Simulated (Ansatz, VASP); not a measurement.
**Si54N73 (start site: N_i (4-fold void)): VASP beside Ansatz**

Aim: how closely do two programs agree when they are given the same cell, functional and k mesh? The cell is taken from a series of runs on this material, whose earlier steps may have relaxed, scaled, displaced or heated it; both programs get it as it stands.

Main program and level: Ansatz 0.2.0; plane waves, with VASP 6.6.1 beside it; r2SCAN.

**1. Set-up**

The cell holds 127 atoms: 54 Si and 73 N. Cell: a = 13.206 Å, b = 13.206 Å, c = 8.731 Å, α = 90.0°, β = 90.0°, γ = 120.0°. It derives from Si3N4 (Si3N4 (P6_3/m)). Nearest the centre at fractional (0.354, 0.639, 0.218): N127 at 0.70 Å, N71 at 1.96 Å, Si2 at 2.23 Å, N61 at 2.24 Å, N65 at 2.25 Å, N89 at 2.59 Å, Si5 at 2.64 Å, Si7 at 2.91 Å. The cell carries charge +1.

**2. Ansatz: single point, r2SCAN**

Ansatz runs on its PAW soft_1 files.

A single point takes one fixed geometry, so differences don't come from the geometry; what else differs is listed under the comparison.

input.yaml

```yaml
crystal:
  checkpoint: "../qp1_M2.relax.run"
  host: checkpoint
total_charge: 1
basis:
  ecutwfc: 500
  xc_grid: 2
hamiltonian:
  xc: r2scan
  pseudopotentials: { kind: paw, azcp: { folder: soft_1 } }
kpoints:
  mp_grid: { grid: [1, 1, 1], shift: [0.25, 0.25, 0.25] }
magnetization:
  spin_polarized: true
  initial_magnetization: 2
  spin_locking: { lock_magnetization: hard }
scf:
  occupations: { method: fermi_dirac, width: 0.01 }
  max_iter: 100
output:
  forces: true
  eigenvalues: true
  charged_corrections:
    epsilon: [4.29, 4.29, 4.37]
    static_epsilon: [8.29, 8.29, 8.25]
    defect_position: [0.353657, 0.639349, 0.218405]
  eigenstates: { localisation: true }
  populations: true
  efg: {}
checkpoint:
  write: "../qp1_M2.r2scan.run"
  compress: false
  write_wavefunctions: false
  write_every: 100000
```

Command:

```
$ ansatz run input.yaml --threads 4 --pin off --max-ram 15073MiB --backend cpu --events-out ev --progress --plain --runs-dir out
```

Numbers of over 12 decimals in the logs are rounded to 6 here.

Output:

```text
Warning: This run holds its total moment fixed (magnetization.spin_locking.lock_magnetization: hard) and mixes its density by anderson or broyden (scf.mixing.algorithm, typed or taken by auto). Slabs with a fixed moment have converged under broyden above another state at the same moment, at the default mixing steps and at smaller ones, and under scf.lower_state_search: standard, light or off a state that such a mixer [...]
crystal.checkpoint: the structure is that of <dir>, a `relax` run, at its step 12: its result, under pbesol at a charge of 1 e; 127 atoms read, 1 with a starting moment; this deck's functional is r2scan; this run starts in the magnetic order that was found there; no density is read with it (checkpoint.read); crystal.structure_sha256 for this input is
Engine: ansatz 0.2.0, aarch64-unknown-linux-gnu
Pseudopotentials: kind: paw
Pseudopotential: Si, paw, valence charge 4, recommended cutoff 500 eV (meta_gga), soft_1/Si.paw.azcp
Pseudopotential: N, paw, valence charge 5, recommended cutoff 500 eV (meta_gga), soft_1/N.paw.azcp
Functional definition: r2SCAN
  parameter k0 = 0.174
  parameter k1 = 0.065
  parameter a1 = 4.9479
  exchange = r2scan_x(k0 = k0, k1 = k1, a1 = a1)
  correlation = r2scan_c
Crystal: 127 atoms, lattice volume = 1318.628 Å³
Basis set: ecut = 500 eV, 33415 PW (Γ), exchange–correlation on 200×200×128 points (8 copies of the dense FFT grid, shifted against one another)
Bands: 418, of which v1, the nominal top of the filled ones, is band 290 counted from 1 (289 counted from 0)
Symmetry: 1 space group operations
Space group: P1 (ITA 1), of the structure as read, at distance tolerance 1.1e-4 Å
Magnetic group: BNS 1.1 (UNI 1), of the structure as read, at distance tolerance 1.1e-4 Å
k-points: 1
Non-local potential: Si, projectors of the file, l = 0: 2, l = 1: 2, l = 2: 1
Non-local potential: N, projectors of the file, l = 0: 2, l = 1: 2, l = 2: 1
PAW form: soft (Blöchl's): semilocal exchange-correlation on the pseudo side does not see the compensation charge
PAW frozen core: Si, regenerated for the run's functional (the file was generated under x = pbe(κ = 0.804, μ = 0.219515), c = pbe(β = 0.066725))
PAW frozen core: N, regenerated for the run's functional (the file was generated under x = pbe(κ = 0.804, μ = 0.219515), c = pbe(β = 0.066725))
PAW one-centre angular grid: Si, 302 points (default); XC on 160 Gauss nodes
PAW one-centre angular grid: N, 302 points (default); XC on 160 Gauss nodes
Initial density: superposition of atomic densities (chi_scale 0.1, normalization cell, long waves kept (reshape's long-wave potential 0.20 eV rms))
Starting moments: Σ|m| = 2 μB on 1 of 127 sites
Initial wavefunctions: pseudopotential atomic-orbital guess
Functional: x = r2scan, c = r2scan; τ floored in thin density (d = 2e-4 eV/Å³)
SCF iter   1: F=—  HF=-62845.114614 eV  |F-HF|=—  |Δ(HF+E_count)|=         —  Δρ=7.66e-2 (↑7.66e-2 ↓7.64e-2)  dr2=3.28e2  dr2_τ=1.07e1  dr2_m=2.84e-1  M=2.000 μB ∫|m|=2.097 μB  β_m=1.20  ethr=3.10e-3  ⟨swp⟩=6.0  Hψ=3789  notcnv=0  defer=96
preconditioner: auto → Resta (q_TF=auto, 2.379 Å⁻¹)  ε∞=3.3  [insulator: Δε(μ)=3.730 eV  Ē_g=16.369 eV  σ=0.010 eV  W_gap=1.00  n_scr=282 (ndim 8)  ℏωp=24.6 eV  f_vac=0.009  D(μ)=0.00/eV (n_scr^D=0)  ε∞_Penn≈3.3]
spin=Collinear: Resta preconditioning applied to the charge; magnetization (m = ρ↑ − ρ↓) channel mixes plain (no charge-response kernel on spin).
SCF iter   2: F=—  HF=-62776.660813 eV  |F-HF|=—  |Δ(HF+E_count)|=    6.85e1  Δρ=4.10e-2 (↑4.10e-2 ↓4.10e-2)  dr2=9.24e1  dr2_τ=7.55e-1  dr2_m=7.74e-3  M=2.000 μB ∫|m|=2.138 μB  β_m=1.20  ethr=3.10e-3  ⟨swp⟩=3.0  Hψ=1560  notcnv=0  defer=247  κ⁻¹=1.0e0(r=1)
SCF iter   3: F=—  HF=-62764.246229 eV  |F-HF|=—  |Δ(HF+E_count)|=    1.24e1  Δρ=1.89e-2 (↑1.89e-2 ↓1.89e-2)  dr2=1.08e1  dr2_τ=9.82e-2  dr2_m=2.09e-3  M=2.000 μB ∫|m|=2.162 μB  β_m=1.20  ethr=3.10e-3  ⟨swp⟩=3.0  Hψ=1550  notcnv=0  defer=246  κ⁻¹=6.6e-2(r=2)
SCF iter   4: F=—  HF=-62765.379739 eV  |F-HF|=—  |Δ(HF+E_count)|=    1.13e0  Δρ=1.24e-2 (↑1.24e-2 ↓1.24e-2)  dr2=3.79e0  dr2_τ=4.84e-2  dr2_m=3.71e-4  M=2.000 μB ∫|m|=2.224 μB  β_m=1.20  ethr=1.86e-3  ⟨swp⟩=3.0  Hψ=1006  notcnv=0  defer=246  κ⁻¹=5.3e-3(r=3)
SCF iter   5: F=—  HF=-62765.982182 eV  |F-HF|=—  |Δ(HF+E_count)|=   6.02e-1  Δρ=1.40e-3 (↑1.40e-3 ↓1.38e-3)  dr2=7.38e-2  dr2_τ=1.51e-3  dr2_m=8.41e-4  M=2.000 μB ∫|m|=2.205 μB  β_m=1.20  ethr=6.53e-4  ⟨swp⟩=4.0  Hψ=1118  notcnv=0  defer=246  κ⁻¹=8.7e-5(r=4)
[...]
k-point 0 ↓: bands = [... 286 lower, 7.7383, 7.7655, 7.8436, 9.6794, 9.8277, 13.1468, 13.3130, 13.3988, ... 124 higher]
--- Löwdin populations: 127 sites ---
  site symbol       q [e]    m [muB]
     0     Si      2.5518    -0.0000
     1     Si      2.5623    -0.0099
     2     Si      2.5493     0.0009
     3     Si      2.5509    -0.0000
     4     Si      2.5664     0.0200
     5     Si      2.5517     0.0000
     6     Si      2.5523    -0.0005
     7     Si      2.5539    -0.0001
     8     Si      2.5524    -0.0001
     9     Si      2.5511     0.0000
    10     Si      2.5636     0.0125
    11     Si      2.5522    -0.0000
    12     Si      2.5535    -0.0005
    13     Si      2.5515    -0.0002
    14     Si      2.5582    -0.0003
    15     Si      2.5510    -0.0013
    16     Si      2.5509     0.0005
    17     Si      2.5515    -0.0000
    18      N      5.9692     0.0001
    19      N      5.9673    -0.0006
    20      N      5.9643     0.0087
    21      N      5.9701     0.0003
    22      N      5.9705    -0.0002
    23      N      5.9587     0.0110
[...]
119      N      5.9621     0.0003
   120      N      5.9627     0.0002
   121      N      5.9619     0.0016
   122      N      5.9621     0.0002
   123      N      5.9609     0.0000
   124      N      5.9617     0.0015
   125      N      5.9611     0.0001
   126      N      5.0836     1.6507
  spilling = 0.014147 (of n_electrons = 580.000000)
```

**3. VASP: single point, r2SCAN**

The same cell, functional, mesh and smearing now go to VASP, with its own data sets.

Lines of VASP's logs that name or quote its potential files are left out, and so is its time.

INCAR

```
SYSTEM = Si54N73
PREC = Accurate
ENCUT = 580
EDIFF = 1E-06
NELM = 200
ISMEAR = -1
SIGMA = 0.01
LREAL = Auto
ALGO = Normal
METAGGA = R2SCAN
LASPH = .TRUE.
NELECT = 580
NBANDS = 384
ISPIN = 2
MAGMOM = 0 -0 0 -0 0.01 0 -0 -0 -0 -0 0 0 0 -0 0 0 0 0 0 0 -0 -0 0.01 0 -0 -0 -0 0 0 0 0 0 0 0 0 0 0 0 -0 0 0 0 0 0 0 0 0 0 0 0 0 -0 0 0 0 -0 0.01 0 -0 0.01 0.01 0 0 0 0.04 0 0 0 0 -0 0.03 0 0 0.03 0 0 0 0 0 0 0 0 -0 0.01 0 0 0 0 0.04 0 0 0 0 0 0 0 0 0.03 0 -0 0 0 0 0 0 0 0 0 0 0 0 0 0 -0 0 0 0 0 0 0 0 0 0 -0 0 0 0.87
LORBIT = 11
LWAVE = .FALSE.
LCHARG = .FALSE.
ISIF = 2
ISYM = 0
NUPDOWN = 2
GGA_COMPAT = .FALSE.
LMIXTAU = .TRUE.
NCORE = 4
```

POSCAR

```
Si54N73
1.0
   11.4366858822      6.6029736727      0.0000000000
  -11.4366858822      6.6029736727      0.0000000000
    0.0000000000      0.0000000000      8.7307673276
Si N
54 73
Direct
    0.0204891478      0.8062878825      0.2497638174
    0.3521078947      0.4713729406      0.2497649913
[... 2 atom lines left out ...]
    0.5466656692      0.6810178204      0.0736855364
[... 1 atom line left out ...]
    0.1400029636      0.4530064785      0.0832578909
[... 3 atom lines left out ...]
    0.5272337148      0.8938498117      0.2497847822
[... 1 atom line left out ...]
    0.1206126359      0.6466863717      0.2497613736
[... 2 atom lines left out ...]
    0.3115554313      0.8603379513      0.0827629572
[... 3 atom lines left out ...]
    0.3516270059      0.4707228162      0.5844695117
[... 2 atom lines left out ...]
    0.5466645279      0.6810267014      0.4258598967
[... 1 atom line left out ...]
    0.1400121063      0.4530128103      0.4162454602
[... 3 atom lines left out ...]
    0.5269234673      0.8808310254      0.5837742968
[... 1 atom line left out ...]
    0.1203579774      0.6462851775      0.5830125043
[... 2 atom lines left out ...]
    0.3115453272      0.8603299425      0.4167544744
[... 3 atom lines left out ...]
    0.3516236758      0.4707128835      0.9150996478
[... 2 atom lines left out ...]
    0.5455072013      0.6852660917      0.7497638809
[... 1 atom line left out ...]
    0.1398040054      0.4530919246      0.7497491619
[... 3 atom lines left out ...]
    0.5269050078      0.8808340393      0.9158102859
[... 1 atom line left out ...]
    0.1203560397      0.6462832855      0.9165233302
[... 5 atom lines left out ...]
    0.0002569242      0.6662985571      0.2497891547
    0.3336727321      0.3324679535      0.2497983655
    0.6693407865      0.0015579925      0.2497927193
    0.0001170998      0.3329030212      0.0828064571
[... 1 atom line left out ...]
    0.6676717037      0.6668853656      0.0851521920
    0.2124769083      0.4529441667      0.2497455699
[... 3 atom lines left out ...]
    0.4246994275      0.5438083871      0.0818350291
[... 1 atom line left out ...]
    0.1238182808      0.5759770426      0.0834115651
[... 3 atom lines left out ...]
    0.5212072823      0.7459463434      0.2497825351
[... 2 atom lines left out ...]
    0.4536104601      0.8805755849      0.0819457822
[... 1 atom line left out ...]
    0.2416026590      0.7876747275      0.2497514876
    0.5764888205      0.4529748540      0.2497661555
[... 4 atom lines left out ...]
    0.0001259001      0.3329089514      0.4166657294
[... 1 atom line left out ...]
    0.6676542086      0.6668732627      0.4143612237
    0.2136395854      0.4559895687      0.5830220945
[... 3 atom lines left out ...]
    0.4246752859      0.5438204054      0.4177250302
[... 1 atom line left out ...]
    0.1238462278      0.5759939825      0.4161073131
[... 3 atom lines left out ...]
    0.5421690564      0.7565410006      0.5832770665
[... 2 atom lines left out ...]
    0.4535848189      0.8805060395      0.4176291850
[... 1 atom line left out ...]
    0.2430811904      0.7858912720      0.5830905471
[... 3 atom lines left out ...]
    0.3334393103      0.3320362115      0.9160418760
[... 4 atom lines left out ...]
    0.2136357293      0.4559884527      0.9164847771
[... 3 atom lines left out ...]
    0.4234388146      0.5460493745      0.7497797994
[... 1 atom line left out ...]
    0.1233821770      0.5758152341      0.7497616365
[... 3 atom lines left out ...]
    0.5421359554      0.7565274065      0.9162839836
[... 2 atom lines left out ...]
    0.4528587559      0.8761658785      0.7497818411
[... 1 atom line left out ...]
    0.2430823260      0.7858905477      0.9164278657
[... 2 atom lines left out ...]
    0.3981150568      0.6911179132      0.2498403396
```

KPOINTS

```
Points of the shifted mesh
1
Reciprocal
 0.2500000000  0.2500000000  0.2500000000 1
```

Potentials, in the order of the species: Si and N (PBE family, release 64).

Command:

```
$ mpirun -np 16 vasp_std
```

Output:

```text
[banner, memory and clock lines left out]
running   16 mpi-ranks, on    1 nodes
[...]
|                                                                             |
|               ----> ADVICE to this user running VASP <----                  |
|                                                                             |
|     You enforced a specific xc type in the INCAR file but a different       |
|     [... a line on the potential file left out ...]
|     I HOPE YOU KNOW WHAT YOU ARE DOING!                                     |
|                                                                             |

 LDA part: xc-table for (None), standard interpolation
 POSCAR, INCAR and KPOINTS ok, starting setup
[...]
entering main loop
       N       E                     dE             d eps       ncg     rms          rms(c)
DAV:   1     0.269007837370E+04    0.26901E+04   -0.31418E+05  1536   0.158E+03
DAV:   2    -0.130129946525E+04   -0.39914E+04   -0.38228E+04  1872   0.334E+02
DAV:   3    -0.160313875649E+04   -0.30184E+03   -0.29930E+03  1856   0.963E+01
DAV:   4    -0.160985090448E+04   -0.67121E+01   -0.66813E+01  1912   0.141E+01
DAV:   5    -0.161002854782E+04   -0.17764E+00   -0.17731E+00  1888   0.221E+00BRMIX: very serious problems
 the old and the new charge density differ
 old charge density:   581.00000 new  580.00000
    0.907E+01
DAV:   6    -0.138509368027E+04    0.22493E+03   -0.47073E+02  1760   0.311E+01    0.496E+01
DAV:   7    -0.132354627262E+04    0.61547E+02   -0.34123E+01  1856   0.114E+01    0.213E+01
DAV:   8    -0.137826365877E+04   -0.54717E+02   -0.20182E+01  1584   0.984E+00    0.124E+01
DAV:   9    -0.130972030838E+04    0.68543E+02   -0.15190E+01  1600   0.824E+00    0.239E+00
[...]
DAV:  22    -0.130884998450E+04   -0.13857E-04   -0.82904E-06  1656   0.692E-03    0.653E-03
DAV:  23    -0.130884998684E+04   -0.23415E-05   -0.15677E-06  1200   0.298E-03    0.584E-03
DAV:  24    -0.130884998719E+04   -0.34863E-06   -0.63883E-07  1048   0.174E-03
   1 F= -.13088500E+04 E0= -.13088500E+04  d E =-.372074E-12  mag=     2.0000
```

OUTCAR, selected parts (step 3):

```text
 magnetization (x)
# of ion       s       p       d       tot
------------------------------------------
    1        0.000   0.000   0.000   0.000
    2       -0.000  -0.002   0.000  -0.003
    3        0.000   0.001   0.000   0.001
    4       -0.000  -0.000   0.000  -0.000
    5        0.008   0.012   0.000   0.020
    6       -0.000   0.000   0.000   0.000
[...]
125        0.000   0.001   0.000   0.001
  126        0.000   0.000   0.000   0.000
  127        0.042   1.134   0.000   1.176
--------------------------------------------------
tot          0.072   1.389   0.000   1.461
```

The cell is charged against a uniform background.

The run ends at a pressure of -2.61 GPa, with forces up to 0.38 eV/Å.

**4. Comparison**

Known differences besides the potentials themselves: VASP starts from the moments at which Ansatz ended; VASP keeps PBE cores, Ansatz makes them for the functional; the cutoff is 500 eV in Ansatz and 580 eV in VASP (PREC = Accurate, projectors in real space); site moments are counted in spheres of each program's own size. Total energies have different zeros and are not compared.

The two programs side by side:

```csv
quantity,Ansatz,VASP,difference
"total moment, fixed by the input (μB)",2.00,2.00,0.00
moment on N127 (μB),0.87,1.18,-0.31
```

Forces on 7 of the 127 atoms, those with the largest forces and the largest differences (eV/Å; atoms numbered as in POSCAR):

```csv
atom,"Ansatz x, y, z","VASP x, y, z"
Si2,"0.124, -0.191, 0.002","0.130, -0.196, 0.003"
Si5,"0.101, -0.114, -0.137","0.109, -0.110, -0.136"
Si11,"-0.063, 0.184, 0.001","-0.071, 0.206, 0.000"
Si23,"0.103, -0.117, 0.136","0.111, -0.113, 0.137"
N71,"0.082, 0.117, 0.000","0.165, 0.231, -0.001"
N98,"0.090, 0.044, -0.081","0.094, 0.038, -0.082"
N127,"-0.109, -0.175, 0.001","-0.201, -0.320, 0.000"
```

The forces differ by 12 meV/Å r.m.s., which is 24.8 % of the r.m.s. force of 0.047 eV/Å (both taken over all components). The cell carries a charge of +1 e against a uniform background, so its pressure also hangs on how the neutralising background is counted, and in a defect's cell a gap may be the spacing between its levels.

**5. Summary of results**

```
r.m.s. force difference (single point, r2SCAN) : 12 meV/Å
```

What this shows: The r.m.s. force difference is 12 meV/Å (single point, r2SCAN), at about the 12 meV/Å picked in this series as the mark of a large difference. How closely two codes agree says nothing of how well the functional describes the real material.

[Lines on the potential files, build, host, timing and source positions are cut from VASP's logs without a mark.]

[Logs are printed without paths, hosts, clocks, repeated set-up lines and the standing remarks that a program may print on its own settings, such as how far it seeks lower states.]

[Hosts, paths, dates, database ids (printed as entryN), source tags and the programs' standing remarks are cut or masked in the printed files.]
